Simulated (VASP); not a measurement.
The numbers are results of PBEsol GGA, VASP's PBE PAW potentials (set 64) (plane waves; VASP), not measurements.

A VASP calculation is set up with these files.

**INCAR**
```
! general
SYSTEM  = Al2Cu
PREC    = Accurate
ENCUT   = 300   ! plane-wave cut-off (eV)
LREAL   = .FALSE.   ! projection in real space or not
LASPH   = .TRUE.

! electronic loop
EDIFF   = 1E-6
NELM    = 100   ! most electronic steps
ALGO    = Normal   ! blocked Davidson
LMAXMIX = 4   ! l cut-off of mixed one-centre charges

! smearing
ISMEAR  = 0   ! Gaussian
SIGMA   = 0.05

! functional
GGA     = PS   ! PBEsol

! ions
ISIF    = 2

! output
LWAVE   = .FALSE.
LCHARG  = .FALSE.
```

POSCAR:
```
Al2Cu
1
   -2.0303350000     2.0303350000     2.8510950000
    2.0303350000    -2.0303350000     2.8510950000
    2.0303350000     2.0303350000    -2.8510950000
Al Cu
2 1
Direct
  0.7500000000   0.2500000000   0.5000000000
  0.2500000000   0.7500000000   0.5000000000
  0.5000000000   0.5000000000   0.0000000000
```

**KPOINTS**
```
K-points
0
Gamma
  9 9 9
0 0 0
```

POTCAR, in this order: Al Cu (PBE.64 set). Program: vasp_std.

Output of the run:

OUTCAR:
```
 ion  position               nearest neighbor table
   1  0.750  0.250  0.500-   3 2.48   3 2.48   3 2.48   3 2.48   2 2.85   2 2.85   2 2.87   2 2.87
                             2 2.87   2 2.87
   2  0.250  0.750  0.500-   3 2.48   3 2.48   3 2.48   3 2.48   1 2.85   1 2.85   1 2.87   1 2.87
                             1 2.87   1 2.87
   3  0.500  0.500  0.000-   2 2.48   1 2.48   1 2.48   2 2.48   1 2.48   2 2.48   2 2.48   1 2.48
  LATTYP: Found a body centered tetragonal cell.
 ALAT       =     4.0606700000
 C/A-ratio  =     1.4042485600
 Subroutine PRICEL returns:
 Original cell was already a primitive cell.
 Subroutine GETGRP returns: Found 16 space group operations
The static configuration has the point symmetry D_4h.
The dynamic configuration has the point symmetry D_4h.
 Subroutine INISYM returns: Found 16 space group operations
 Subroutine IBZKPT returns following result:
 Found     75 irreducible k-points:

 Following reciprocal coordinates:
            Coordinates               Weight
  0.000000  0.000000  0.000000      1.000000
  0.111111  0.000000 -0.000000      8.000000
  0.222222  0.000000  0.000000      8.000000
  0.333333  0.000000 -0.000000      8.000000
  0.444444  0.000000  0.000000      8.000000
  0.111111  0.111111 -0.000000      8.000000
  0.222222  0.111111  0.000000     16.000000
  0.333333  0.111111 -0.000000     16.000000
  0.444444  0.111111 -0.000000     16.000000
 -0.444444  0.111111 -0.000000     16.000000
 -0.333333  0.111111  0.000000     16.000000
 -0.222222  0.111111 -0.000000     16.000000
 -0.111111  0.111111  0.000000      4.000000
  0.222222  0.222222  0.000000      8.000000
  0.333333  0.222222  0.000000     16.000000
  0.444444  0.222222  0.000000     16.000000
 -0.444444  0.222222 -0.000000     16.000000
 -0.333333  0.222222  0.000000     16.000000
 -0.222222  0.222222  0.000000      4.000000
  0.333333  0.333333 -0.000000      8.000000
...
```

### OSZICAR
```
       N       E                     dE             d eps       ncg     rms          rms(c)
DAV:   1     0.536399463454E+02    0.53640E+02   -0.50242E+03  1816   0.964E+02
DAV:   2    -0.135094142054E+02   -0.67149E+02   -0.61507E+02  1812   0.207E+02
DAV:   3    -0.155892065213E+02   -0.20798E+01   -0.20144E+01  2432   0.477E+01
DAV:   4    -0.156275397826E+02   -0.38333E-01   -0.38305E-01  2176   0.532E+00
DAV:   5    -0.156289994981E+02   -0.14597E-02   -0.14596E-02  2608   0.117E+00    0.160E+01
DAV:   6    -0.181233841239E+02   -0.24944E+01   -0.69214E+01  2036   0.285E+02    0.129E+01
DAV:   7    -0.132304080949E+02    0.48930E+01   -0.15137E+01  2124   0.972E+01    0.281E+00
DAV:   8    -0.130134118344E+02    0.21700E+00   -0.14093E+00  2612   0.356E+01    0.125E+00
DAV:   9    -0.129968387034E+02    0.16573E-01   -0.85831E-02  2324   0.355E+00    0.458E-01
DAV:  10    -0.129948147539E+02    0.20239E-02   -0.32422E-03  2680   0.137E+00    0.333E-01
DAV:  11    -0.129941465974E+02    0.66816E-03   -0.35896E-04  2820   0.549E-01    0.249E-01
DAV:  12    -0.129930459721E+02    0.11006E-02   -0.49167E-03  2292   0.246E+00    0.320E-02
DAV:  13    -0.129930589119E+02   -0.12940E-04   -0.24271E-04  2144   0.186E-01    0.266E-02
DAV:  14    -0.129930513963E+02    0.75156E-05   -0.15054E-05  2568   0.112E-01    0.136E-02
DAV:  15    -0.129930491098E+02    0.22866E-05   -0.53368E-06  1916   0.755E-02    0.146E-03
DAV:  16    -0.129930490711E+02    0.38645E-07   -0.41412E-07  1112   0.152E-02
   1 F= -.12993049E+02 E0= -.12991470E+02  d E =-.315896E-02
```

**OUTCAR**
```
------------------------ aborting loop because EDIFF is reached ----------------------------------------
  FORCE on cell =-STRESS in cart. coord.  units (eV):
  Direction    XX          YY          ZZ          XY          YZ          ZX
  --------------------------------------------------------------------------------------
  Total       -0.1862790     -0.1862790     -0.2639190      0.0000000      0.0000000      0.0000000
  in kB       -6.3484444     -6.3484444     -8.9944401      0.0000000      0.0000000      0.0000000
  external PRESSURE =      -7.2304430 kB  Pullay stress =       0.0000000 kB
  volume of cell :       47.01
      direct lattice vectors                 reciprocal lattice vectors
    -2.030335000  2.030335000  2.851095000     0.000000000  0.246264779  0.175371217
     2.030335000 -2.030335000  2.851095000     0.246264779  0.000000000  0.175371217
     2.030335000  2.030335000 -2.851095000     0.246264779  0.246264779  0.000000000
 POSITION                                       TOTAL-FORCE (eV/Angst)
 -----------------------------------------------------------------------------------
      0.00000      2.03034      1.42555         0.000000     -0.000000     -0.000000
      2.03034      0.00000      1.42555        -0.000000      0.000000     -0.000000
      0.00000      0.00000      2.85109        -0.000000     -0.000000      0.000000
 -----------------------------------------------------------------------------------
    total drift:                               -0.000000      0.000000      0.000000
  FREE ENERGIE OF THE ION-ELECTRON SYSTEM (eV)
  ---------------------------------------------------
  free  energy   TOTEN  =       -12.9930490711 eV

  energy  without entropy=      -12.9898901120  energy(sigma->0) =      -12.99146959
```
(Selected blocks of OUTCAR.)

At this cut-off the stress carries a Pulay error, which pulls relaxed volumes low.

The structure comes from a computed database's Al2Cu entry (I4/mmm); how it stands against other phases isn't given here. The cell was not relaxed at this level. The electron count is odd and the run is not spin-polarised, which forces a metal.
